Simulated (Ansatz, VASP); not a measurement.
# Cross-check of W (W(100), 7 layers) between VASP and Ansatz

One calculation is typed for both programs; each brings its own data sets. How far apart do they land? Of the first pair: The structure shown is the start of the Ansatz relaxation below; VASP solves that cell, so the two are compared at the walk's first step.

Main program and level: Ansatz 0.2.0; plane waves, with VASP 6.6.1 beside it; PBE.

### Step 1. Set-up

The cell holds 7 atoms: 7 W. Cell: a = 3.160 Å, b = 3.160 Å, c = 25.480 Å, α = 90.0°, β = 90.0°, γ = 90.0°. Vacuum lies along c.

### Step 2. Ansatz: relaxation, PBE

Ansatz runs on its default PAW (the set named soft_2) files.

The two programs are compared at the cell with which this relaxation starts, whose forces are those of its first step.

File input.yaml:

```yaml
crystal:
  lattice:
    - [3.16, 0.0, 0.0]
    - [0.0, 3.16, 0.0]
    - [0.0, 0.0, 25.48]
  atoms:
    - { symbol: W, position: [0.0, 0.0, 0.3139717425] }
    - { symbol: W, position: [0.5, 0.5, 0.3759811617] }
    - { symbol: W, position: [0.0, 0.0, 0.4379905808] }
    - { symbol: W, position: [0.5, 0.5, 0.5] }
    - { symbol: W, position: [0.0, 0.0, 0.5620094192] }
    - { symbol: W, position: [0.5, 0.5, 0.6240188383] }
    - { symbol: W, position: [0.0, 0.0, 0.6860282575] }
kpoints:
  mp_grid: { grid: [8, 8, 1] }
hamiltonian:
  xc: pbe
scf:
  occupations: { method: fermi_dirac, width: 0.1 }
  convergence: { dr2_threshold: 1.0e-08 }
efield:
  axis: 3
  dipole_correction: true
  ramp_position: 0.97
  ramp_width: 0.04
relax:
  f_tol: 0.01
  constraints: [{ sites: [2, 3, 4] }]
output:
  write_potential: true
  write_density: true
  volumetric_format: npy
```

On the command line:

```console
ansatz run input.yaml --threads 4 --pin off --max-ram 8192MiB --backend cpu --events-out ev --progress --plain --runs-dir out
```

Numbers of over 12 decimals in the logs are rounded to 6 here.

The program printed:

```text
Engine: ansatz 0.2.0, aarch64-unknown-linux-gnu
Pseudopotentials: kind: paw
Pseudopotential: W, paw, valence charge 14, recommended cutoff 420 eV (normal), W.paw.azcp
Functional definition: PBE
  parameter kappa = 0.804
  parameter beta = 0.066725
  exchange = pbe_x(kappa = kappa, mu = beta*pi^2/3)
  correlation = pbe_c(beta = beta)
Crystal: 7 atoms, lattice volume = 254.433 Å³
Basis set: ecut = 420 eV, 5021 PW (Γ), exchange–correlation on 48×48×360 points (8 copies of the dense FFT grid, shifted against one another)
Bands: 59, of which v1, the nominal top of the filled ones, is band 49 counted from 1 (48 counted from 0)
Symmetry: 8 space group operations
k-points: 15 of 64
Non-local potential: W, projectors of the file, l = 0: 3, l = 1: 2, l = 2: 2, l = 3: 1
PAW form: soft (Blöchl's): semilocal exchange-correlation on the pseudo side does not see the compensation charge
PAW one-centre angular grid: W, 590 points (default); XC on 64 Gauss nodes
Initial density: superposition of atomic densities (neutral atoms: chi_scale 0, normalization atom), corrected by the library's trained network
Initial wavefunctions: pseudopotential atomic-orbital guess
Functional: x = pbe(κ = 0.804, μ = 0.219515), c = pbe(β = 0.066725)
SCF iter   1: F=—  HF=-72688.626295 eV  |F-HF|=—  |Δ(HF+E_count)|=         —  Δρ=5.62e-3  dr2=1.68e-1  ethr=1.77e-3  p=-0.000 e·Å  D=-3.40e-4 V/Å  ΔV_dip=0.01 eV  dr2_dipole=5.46e-4  V_vac-E_F(+/−)=4.33/4.32 eV  ⟨swp⟩=8.3  Hψ=4073  notcnv=0
efield: sawtooth ramp at fractional position 0.9700 (set: `efield.ramp_position`, or a place that a band, a saddle search or an elastic batch's reference lends), width 0.0400; the density the first Hamiltonian is built on has a dipole p = -0.000 e·Å; the dipole correction subtracts the counter field D = -3.40e-4 V/Å, which shifts the + side's vacuum level by +0.01 eV against the − side's; the planar-averaged density in the ramp window peaks in size at 4.2e-5 e/Å³
preconditioner: auto → LDOS  [metal: Δε(μ)=0.045 eV  Ē_g=4.515 eV  σ=0.100 eV  W_gap=0.11  n_scr=54 (ndim 8)  ℏωp=15.1 eV  f_vac=0.485  D(μ)=6.24/eV (n_scr^D=36)  β→1.0]
SCF iter   2: F=—  HF=-72688.617359 eV  |F-HF|=—  |Δ(HF+E_count)|=   8.94e-3  Δρ=4.41e-3  dr2=1.04e-1  ethr=1.72e-4  p=0.000 e·Å  D=1.51e-6 V/Å  ΔV_dip=-0.00 eV  dr2_dipole=5.11e-6  V_vac-E_F(+/−)=4.26/4.26 eV  ⟨swp⟩=2.7  Hψ=1648  notcnv=0
SCF iter   3: F=—  HF=-72688.606239 eV  |F-HF|=—  |Δ(HF+E_count)|=   1.11e-2  Δρ=1.40e-3  dr2=1.10e-2  ethr=1.06e-4  p=-0.000 e·Å  D=-2.16e-5 V/Å  ΔV_dip=0.00 eV  dr2_dipole=4.72e-7  V_vac-E_F(+/−)=4.27/4.27 eV  ⟨swp⟩=2.1  Hψ=1312  notcnv=0
SCF iter   4: F=—  HF=-72688.605575 eV  |F-HF|=—  |Δ(HF+E_count)|=   6.64e-4  Δρ=3.16e-4  dr2=3.81e-4  ethr=1.12e-5  p=-0.000 e·Å  D=-8.22e-6 V/Å  ΔV_dip=0.00 eV  dr2_dipole=3.52e-8  V_vac-E_F(+/−)=4.26/4.26 eV  ⟨swp⟩=2.2  Hψ=1189  notcnv=0
SCF iter   5: F=—  HF=-72688.605646 eV  |F-HF|=—  |Δ(HF+E_count)|=   7.08e-5  Δρ=1.09e-4  dr2=3.15e-5  ethr=3.89e-7  p=-0.000 e·Å  D=-2.08e-6 V/Å  ΔV_dip=0.00 eV  dr2_dipole=2.67e-9  V_vac-E_F(+/−)=4.26/4.26 eV  ⟨swp⟩=3.0  Hψ=1460  notcnv=0
SCF iter   6: F=—  HF=-72688.605661 eV  |F-HF|=—  |Δ(HF+E_count)|=   1.57e-5  Δρ=4.32e-5  dr2=1.31e-5  ethr=3.22e-8  p=-0.000 e·Å  D=-2.60e-8 V/Å  ΔV_dip=0.00 eV  dr2_dipole=6.47e-10  V_vac-E_F(+/−)=4.26/4.26 eV  ⟨swp⟩=2.7  Hψ=1632  notcnv=0
SCF iter   7: F=—  HF=-72688.605664 eV  |F-HF|=—  |Δ(HF+E_count)|=   2.16e-6  Δρ=9.79e-6  dr2=3.26e-7  ethr=1.34e-8  p=0.000 e·Å  D=6.88e-7 V/Å  ΔV_dip=-0.00 eV  dr2_dipole=7.86e-10  V_vac-E_F(+/−)=4.26/4.26 eV  ⟨swp⟩=2.5  Hψ=1505  notcnv=0
SCF iter   8: F=—  HF=-72688.605775 eV  |F-HF|=—  |Δ(HF+E_count)|=   1.12e-4  Δρ=4.36e-6  dr2=1.30e-7  ethr=3.33e-10  p=0.000 e·Å  D=1.36e-6 V/Å  ΔV_dip=-0.00 eV  dr2_dipole=6.74e-13  V_vac-E_F(+/−)=4.26/4.26 eV  ⟨swp⟩=3.3  Hψ=1881  notcnv=0
SCF iter   9: F=-72688.605775 eV  HF=-72688.605775 eV  |F-HF|=3.22e-9  |Δ(HF+E_count)|=   4.03e-8  Δρ=1.16e-6  dr2=8.67e-9  ethr=1.02e-11  p=0.000 e·Å  D=1.49e-6 V/Å  ΔV_dip=-0.00 eV  dr2_dipole=8.54e-12  V_vac-E_F(+/−)=4.26/4.26 eV  ⟨swp⟩=9.7  Hψ=7393  notcnv=0
SCF 1 converged in 9 iterations: F = -72688.605775 eV  dr2 = 8.67e-9
  greatest PAW one-centre occupation: 1.000 electrons in one spin orbital (limit 2), on the W atom at site 0 (counted from 0), in its partial waves of l = 0
relax step   1: F+E_penalty+E_count = -72688.60577519 eV  Δ(F+E_penalty+E_count) = +0.000e0 eV  max|allowed force component| = 1.696e0 eV/Å  Δτ_max = 0.0000 Å  (9 SCF iters, accepted)
Initial density: handed on by an earlier stage of this run
Initial wavefunctions: those handed on with the density
iter 1 solved again at ethr=2.18e-3 eV; its pass at ethr=3.10e-3 eV (dr2=2.14e0 eV) is discarded
[...]
SCF iter   3: F=—  HF=-72688.845456 eV  |F-HF|=—  |Δ(HF+E_count)|=   3.60e-5  Δρ=1.63e-4  dr2=2.07e-4  ethr=5.77e-7  p=-0.000 e·Å  D=-3.40e-6 V/Å  ΔV_dip=0.00 eV  dr2_dipole=1.24e-7  V_vac-E_F(+/−)=4.13/4.13 eV  ⟨swp⟩=3.3  Hψ=1715  notcnv=0
SCF iter   4: F=—  HF=-72688.845427 eV  |F-HF|=—  |Δ(HF+E_count)|=   2.90e-5  Δρ=3.53e-5  dr2=1.07e-5  ethr=2.11e-7  p=-0.000 e·Å  D=-2.05e-6 V/Å  ΔV_dip=0.00 eV  dr2_dipole=5.00e-8  V_vac-E_F(+/−)=4.14/4.14 eV  ⟨swp⟩=2.1  Hψ=1193  notcnv=0
SCF iter   5: F=—  HF=-72688.845389 eV  |F-HF|=—  |Δ(HF+E_count)|=   3.71e-5  Δρ=1.46e-5  dr2=9.55e-7  ethr=1.09e-8  p=-0.000 e·Å  D=-9.98e-7 V/Å  ΔV_dip=0.00 eV  dr2_dipole=1.49e-8  V_vac-E_F(+/−)=4.14/4.14 eV  ⟨swp⟩=2.6  Hψ=1440  notcnv=0
SCF iter   6: F=—  HF=-72688.845491 eV  |F-HF|=—  |Δ(HF+E_count)|=   1.01e-4  Δρ=4.36e-6  dr2=1.18e-7  ethr=9.75e-10  p=0.000 e·Å  D=4.20e-7 V/Å  ΔV_dip=-0.00 eV  dr2_dipole=3.40e-12  V_vac-E_F(+/−)=4.14/4.14 eV  ⟨swp⟩=2.5  Hψ=1233  notcnv=0
SCF iter   7: F=—  HF=-72688.845491 eV  |F-HF|=—  |Δ(HF+E_count)|=   7.78e-8  Δρ=1.43e-6  dr2=1.06e-8  ethr=1.20e-10  p=0.000 e·Å  D=8.14e-7 V/Å  ΔV_dip=-0.00 eV  dr2_dipole=1.06e-10  V_vac-E_F(+/−)=4.14/4.14 eV  ⟨swp⟩=2.3  Hψ=1241  notcnv=0
SCF iter   8: F=-72688.845491 eV  HF=-72688.845491 eV  |F-HF|=3.49e-10  |Δ(HF+E_count)|=   4.77e-9  Δρ=5.11e-7  dr2=1.15e-9  ethr=1.02e-11  p=0.000 e·Å  D=8.50e-7 V/Å  ΔV_dip=-0.00 eV  dr2_dipole=2.08e-11  V_vac-E_F(+/−)=4.14/4.14 eV  ⟨swp⟩=11.1  Hψ=6373  notcnv=0
SCF 4 converged in 8 iterations: F = -72688.845491 eV  dr2 = 1.15e-9
  greatest PAW one-centre occupation: 1.000 electrons in one spin orbital (limit 2), on the W atom at site 5 (counted from 0), in its partial waves of l = 0
relax step   4: F+E_penalty+E_count = -72688.84549074 eV  Δ(F+E_penalty+E_count) = -2.338e-3 eV  max|allowed force component| = 9.664e-3 eV/Å  Δτ_max = 0.0084 Å  (8 SCF iters, accepted)
NSCF: frozen V_eff on 15 k-points
the band table was solved once a step of the walk had ended and its energy, with any forces and stress, was formed, with the checks that follow a solve (3972 applications of the Hamiltonian). They found nothing against the state; the energy, forces and stress were not computed again (output.eigenvalues in the input reference)
WARN: The output density's exchange-correlation potential varies sharply where the density is thin. Do not read a vacuum level from v_tot or v_xc, or from such a field of the output density. On a cell that repeats whose density bears no net charge and no dipole along the vacuum's axis use v_es (v_loc + v_h of the components); under efield.dipole_correction with no amplitude use v_es + v_field, which holds any externa [...]
SCF converged after 8 iterations
Free energy (F): -72688.845491 eV
Harris-Foulkes:  -72688.845491 eV  (|F-HF|=3.49e-10)
Internal energy: -72688.654360 eV  (E = F + TS)
E sigma→0 (E₀):  -72688.749925 eV
Entropy (-TS):   -0.191131 eV (-27.304 meV/atom)
Fermi energy:    7.563413 eV
Dipole field:    D = -0.000005 V/Å  (p = -0.000006 e·Å, saw-weighted, corrected)
Work function:   Φ+ = 4.1384 eV   Φ− = 4.1383 eV
Levels:          The Fermi level and band energies are counted from a zero that moves with the ramp; work functions are not
--- Per-component energies (eV) ---
  E_band       = -2018.880806
  E_kinetic    = 3143.631010
  E_local      = -124327.980960  (includes V_loc(G=0)·N_el)
  E_nonlocal   = 9.451023
  E_hartree    = 60847.861330
  E_xc         = -1862.984645
  E_vxc        = -1664.183401  (∫ρ·V_xc dr)
  E_paw        = -59938.275534  (= ΣΔE_a)
  E_vpaw       = -875.521892  (= ΣTr[D̂ρ^β])
  E_aug_tail   = -0.000401  (compensation charges beyond the density's cutoff)
  E_efield     = 0.000000  (sawtooth field / dipole correction)
  E_vefield    = 0.000114  (∫n·V_field dr)
  E_ewald      = 49439.643816
  E_smearing   = -0.191131  (= −TS)
  E_closure    = -0.000000  (closes the sum)
  Σ components = -72688.845491   (vs F -72688.845491, Δ=0.00e0)
--- Forces (eV/Å), atoms counted from 1 ---
  atom   1  W      0.00000000     0.00000000     0.00035548
  atom   2  W     -0.00000000     0.00000000    -0.00966223
  atom   3  W     -0.00000000     0.00000000    -0.12200044
  atom   4  W      0.00000000    -0.00000000     0.00000090
  atom   5  W      0.00000000    -0.00000000     0.12200115
  atom   6  W      0.00000000    -0.00000000     0.00966411
  atom   7  W     -0.00000000     0.00000000    -0.00035566
  max |Σ_I F_I| component: 3.30e-6 eV/Å
--- Band table (eV; the first three rows and the last of 15) ---
  k-point 0: bands = [... 45 lower, 7.0090, 7.0090, 7.0261, 7.2785, 7.3257, 7.5594, 7.5594, 7.8370, ... 6 higher]
  k-point 1: bands = [... 45 lower, 6.9443, 6.9997, 7.2389, 7.2752, 7.6005, 7.6744, 8.2239, 8.2477, ... 6 higher]
  k-point 2: bands = [... 45 lower, 6.6616, 6.7333, 6.8381, 7.0805, 8.0557, 8.3361, 8.3404, 8.4019, ... 6 higher]
  k-point 14: bands = [... 45 lower, 7.2863, 7.2863, 9.4847, 9.5145, 9.5370, 9.5370, 9.7896, 9.7896, ... 6 higher]
--- Relaxed structure (4 steps of the walk, 3 accepted, 0 SCFs on fresh bases) ---
  F+E_penalty+E_count = -72688.84549074 eV   max|allowed force component| = 9.664e-3 eV/Å
  atoms:
    - { symbol: W, position: [5.575171044097688e-18, 0, 0.317530] }
    - { symbol: W, position: [0.500000, 0.500000, 0.373760] }
    - { symbol: W, position: [0.0, 0.0, 0.437991] }
    - { symbol: W, position: [0.500000, 0.500000, 0.5] }
    - { symbol: W, position: [0.0, 0.0, 0.5620094192] }
    - { symbol: W, position: [0.500000, 0.500000, 0.626240] }
    - { symbol: W, position: [-5.575164007367285e-18, 0, 0.682470] }
```

### Step 3. VASP: single point, PBE, start cell, pair 1

The same cell, functional, mesh and smearing now go to VASP, with its own data sets.

Lines of VASP's logs that name or quote its potential files are left out, and so is its time.

File INCAR:

```
SYSTEM = W
PREC = Accurate
ENCUT = 520
EDIFF = 1E-06
NELM = 120
ISMEAR = -1
SIGMA = 0.1
LREAL = .FALSE.
ALGO = Normal
GGA = PE
NBANDS = 28
LASPH = .TRUE.
LORBIT = 11
LWAVE = .FALSE.
LCHARG = .FALSE.
ISIF = 2
LDIPOL = .TRUE.
IDIPOL = 3
DIPOL = 0.5 0.5 0.5
LVHAR = .TRUE.
GGA_COMPAT = .FALSE.
NELMDL = -8
KPAR = 2
```

File POSCAR:

```
W
1.0
    3.1600000000      0.0000000000      0.0000000000
    0.0000000000      3.1600000000      0.0000000000
    0.0000000000      0.0000000000     25.4800000000
W
7
Direct
    0.0000000000      0.0000000000      0.3139717425
    0.5000000000      0.5000000000      0.3759811617
    0.0000000000      0.0000000000      0.4379905808
    0.5000000000      0.5000000000      0.5000000000
    0.0000000000      0.0000000000      0.5620094192
    0.5000000000      0.5000000000      0.6240188383
    0.0000000000      0.0000000000      0.6860282575
```

File KPOINTS:

```
Automatic mesh
0
Gamma
8 8 1
0 0 0
```

PAW data sets: W (PBE family, release 64).

On the command line:

```console
mpirun -np 2 vasp_std
```

The program printed:

```text
[banner, memory and clock lines left out]
running    2 mpi-ranks, on    1 nodes
 distrk:  each k-point on    1 cores,    2 groups
 distr:  one band on    1 cores,    1 groups

 POSCAR found type information on POSCAR W
 POSCAR found :  1 types and       7 ions
 LDA part: xc-table for (Slater+PW92), standard interpolation
 POSCAR, INCAR and KPOINTS ok, starting setup
 FFT: planning ... GRIDC
 FFT: planning ... GRID_SOFT
 FFT: planning ... GRID
 WAVECAR not read
 entering main loop
       N       E                     dE             d eps       ncg     rms          rms(c)
DAV:   1     0.203459845865E+03    0.20346E+03   -0.16351E+04   840   0.122E+03
DAV:   2    -0.655162778386E+02   -0.26898E+03   -0.25679E+03  1176   0.272E+02
DAV:   3    -0.906820382635E+02   -0.25166E+02   -0.24135E+02  1104   0.762E+01
DAV:   4    -0.925446720714E+02   -0.18626E+01   -0.17717E+01  1356   0.173E+01
DAV:   5    -0.926436680464E+02   -0.98996E-01   -0.97359E-01  1332   0.354E+00
DAV:   6    -0.926475278487E+02   -0.38598E-02   -0.38129E-02  1432   0.592E-01
DAV:   7    -0.926477389671E+02   -0.21112E-03   -0.20860E-03  1344   0.118E-01
DAV:   8    -0.926477582572E+02   -0.19290E-04   -0.18923E-04  1392   0.239E-02    0.494E+01
DAV:   9    -0.975723547264E+02   -0.49246E+01   -0.99058E+01  1380   0.325E+01    0.281E+01
DAV:  10    -0.131108159424E+03   -0.33536E+02   -0.67189E+02  1600   0.101E+02    0.242E+01
DAV:  11    -0.912533574665E+02    0.39855E+02   -0.25802E+02  1464   0.660E+01    0.168E+01
DAV:  12    -0.871522052939E+02    0.41012E+01   -0.35775E+01  1400   0.274E+01    0.889E+00
DAV:  13    -0.863570155177E+02    0.79519E+00   -0.63376E+00  1376   0.963E+00    0.535E+00
DAV:  14    -0.862502917727E+02    0.10672E+00   -0.40021E-01  1272   0.285E+00    0.423E+00
[...]
DAV:  27    -0.859348417048E+02   -0.74304E-05   -0.16613E-05  1192   0.152E-02    0.793E-03
DAV:  28    -0.859348471646E+02   -0.54597E-05   -0.36315E-06   884   0.840E-03    0.460E-03
DAV:  29    -0.859348495119E+02   -0.23473E-05   -0.81540E-07   628   0.618E-03    0.151E-03
DAV:  30    -0.859348553218E+02   -0.58099E-05   -0.23869E-06   700   0.602E-03    0.482E-03
DAV:  31    -0.859348587355E+02   -0.34137E-05   -0.67086E-07   612   0.552E-03    0.320E-03
DAV:  32    -0.859348631810E+02   -0.44455E-05   -0.41501E-07   632   0.314E-03    0.186E-03
DAV:  33    -0.859348664951E+02   -0.33141E-05   -0.48420E-07   616   0.251E-03    0.285E-03
DAV:  34    -0.859348671721E+02   -0.67707E-06   -0.17258E-07   572   0.274E-03
   1 F= -.85934867E+02 E0= -.85831878E+02  d E =-.205979E+00
```

OUTCAR, selected parts (step 3):

```text
ion  position               nearest neighbor table
   1  0.000  0.000  0.314-   2 2.74   2 2.74   2 2.74   2 2.74   3 3.16
   2  0.500  0.500  0.376-   3 2.74   3 2.74   3 2.74   3 2.74   1 2.74   1 2.74   1 2.74   1 2.74
                             4 3.16
   3  0.000  0.000  0.438-   2 2.74   2 2.74   2 2.74   2 2.74   4 2.74   4 2.74   4 2.74   4 2.74
                             1 3.16   5 3.16
   4  0.500  0.500  0.500-   3 2.74   5 2.74   3 2.74   5 2.74   3 2.74   5 2.74   3 2.74   5 2.74
                             2 3.16   6 3.16
   5  0.000  0.000  0.562-   6 2.74   6 2.74   6 2.74   6 2.74   4 2.74   4 2.74   4 2.74   4 2.74
                             7 3.16   3 3.16
   6  0.500  0.500  0.624-   5 2.74   5 2.74   5 2.74   5 2.74   7 2.74   7 2.74   7 2.74   7 2.74
                             4 3.16
   7  0.000  0.000  0.686-   6 2.74   6 2.74   6 2.74   6 2.74   5 3.16

  LATTYP: Found a simple tetragonal cell.
 ALAT       =     3.1600000000
 C/A-ratio  =     8.0632911392

 Subroutine GETGRP returns: Found 16 space group operations
 (whereof 16 operations were pure point group operations)

The static configuration has the point symmetry D_4h.

 Found     15 irreducible k-points:

   k-points           NKPTS =     15   k-points in BZ     NKDIM =     15   number of bands    NBANDS=     28

   dimension x,y,z NGX =    24 NGY =   24 NGZ =  192
   dimension x,y,z NGXF=    48 NGYF=   48 NGZF=  384

   ENCUT  =  520.0 eV  38.22 Ry    6.18 a.u.   5.88  5.88 47.38*2*pi/ulx,y,z

   NELECT =      42.0000    total number of electrons

 k-points in reciprocal lattice and weights: Automatic mesh
   0.00000000  0.00000000  0.00000000       0.016
   0.12500000  0.00000000  0.00000000       0.062
   0.25000000  0.00000000  0.00000000       0.062
   0.37500000  0.00000000  0.00000000       0.062
   0.50000000  0.00000000  0.00000000       0.031
   0.12500000  0.12500000  0.00000000       0.062
   0.25000000  0.12500000  0.00000000       0.125
   0.37500000  0.12500000  0.00000000       0.125
   0.50000000  0.12500000  0.00000000       0.062
[...]
0.50000000  0.37500000  0.00000000       0.062
   0.50000000  0.50000000  0.00000000       0.016

 dipolmoment           0.000000      0.000000     -0.000000 electrons x Angstroem

 average (electrostatic) potential at core
       1 -44.5818       2 -44.5018       3 -44.6522       4 -44.4929       5 -44.6522
       6 -44.5018       7 -44.5818

 E-fermi :   1.0324

 k-point     1 :       0.0000    0.0000    0.0000
  band No.  band energies     occupation
    ...
     20       0.7372      1.90066
     21       0.7469      1.89108
     22       0.7973      1.82591
     23       1.0668      0.82945
     24       1.0668      0.82945
     25       1.7135      0.00220
     26       1.7144      0.00218
     27       2.1758      0.00002
     28       2.1758      0.00002

 k-point     2 :       0.1250    0.0000    0.0000
  band No.  band energies     occupation
    ...
     19       0.4360      1.99487
     20       0.8138      1.79793
     21       0.9694      1.30498
     22       0.9905      1.20615
     23       0.9914      1.20208
     24       1.7007      0.00250
     25       1.7750      0.00119
     26       1.8921      0.00037
     27       2.1564      0.00003
     28       2.3310      0.00000

 k-point     3 :       0.2500    0.0000    0.0000
  band No.  band energies     occupation
    ...
     17      -0.4509      2.00000
     18       0.1225      1.99978
     19       0.2064      1.99948
     20       0.5247      1.98759
     21       0.6899      1.93693
     22       1.6089      0.00625
     23       1.6446      0.00438
     24       1.8308      0.00068
     25       1.8793      0.00042
     26       1.9897      0.00014
    ...

  Total       -6.8785251     -6.8785251     -4.7176515      0.0000000      0.0000000      0.0000000
  in kB      -43.3144018    -43.3144018    -29.7072774      0.0000000      0.0000000      0.0000000
  external PRESSURE =     -38.7786937 kB  Pullay stress =       0.0000000 kB

  energy-cutoff  :      520.00
  volume of cell :      254.43
      direct lattice vectors                 reciprocal lattice vectors
     3.160000000  0.000000000  0.000000000     0.316455696  0.000000000  0.000000000
     0.000000000  3.160000000  0.000000000     0.000000000  0.316455696  0.000000000
     0.000000000  0.000000000 25.480000000     0.000000000  0.000000000  0.039246468

 POSITION                                       TOTAL-FORCE (eV/Angst)
 -----------------------------------------------------------------------------------
      0.00000      0.00000      8.00000        -0.000000      0.000000      1.636062
      1.58000      1.58000      9.58000        -0.000000      0.000000     -1.716260
      0.00000      0.00000     11.16000         0.000000     -0.000000      0.000194
      1.58000      1.58000     12.74000        -0.000000      0.000000      0.000000
      0.00000      0.00000     14.32000        -0.000000     -0.000000     -0.000194
      1.58000      1.58000     15.90000        -0.000000      0.000000      1.716260
      0.00000      0.00000     17.48000         0.000000     -0.000000     -1.636062
 -----------------------------------------------------------------------------------
    total drift:                                0.000000     -0.000000     -0.000000

  FREE ENERGIE OF THE ION-ELECTRON SYSTEM (eV)
  ---------------------------------------------------
  free  energy   TOTEN  =       -85.9348671721 eV

  energy  without entropy=      -85.7288879929  energy(sigma->0) =      -85.83187758

 vacuum level on the upper side and lower side of the slab         5.305         5.305

 total charge
# of ion       s       p       d       tot
------------------------------------------
    1        0.634   0.385   3.994   5.012
    2        0.685   0.687   4.162   5.533
    3        0.682   0.718   4.161   5.560
    4        0.677   0.720   4.192   5.589
    5        0.682   0.718   4.161   5.560
    6        0.685   0.687   4.162   5.533
    7        0.634   0.385   3.994   5.012
--------------------------------------------------
tot          4.678   4.298  28.825  37.801

[... 3 further parts left out ...]
```

The data set W keeps the semicore shell frozen, which is cheaper and a little less accurate.

(Part 1 of 2 ends here.)

[Lines on the potential files, build, host, timing and source positions are cut from VASP's logs without a mark.]

[Logs are printed without paths, hosts, clocks, repeated set-up lines and the standing remarks that a program may print on its own settings, such as how far it seeks lower states.]

[Hosts, paths, dates, database ids (printed as entryN), source tags and the programs' standing remarks are cut or masked in the printed files.]
